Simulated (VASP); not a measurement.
Level of theory: r2SCAN meta-GGA, VASP's PBE PAW potentials (set 64) (plane waves; VASP 6.6.1). For the first row: Numerical set-up: 400 eV cut-off, 9×9×5 Γ-centred mesh, tetrahedra with Blöchl corrections, potentials Y_sv Si.

```tsv
system	energy (eV/atom)
YSi2 (space group C2/c)	-13.1823
Y (hcp)	-20.2713
Si (diamond)	-8.7749
```

The references are the elements' solids at the same level; no temperature or zero-point terms are added.

Problem. What is the formation energy per atom of YSi$_{2}$?

Solution. The references average (2×(-20.2713) + 4×(-8.7749))/6 = -12.6070 eV, so the formation energy is -13.1823 − (-12.6070) = -0.575 eV/atom.
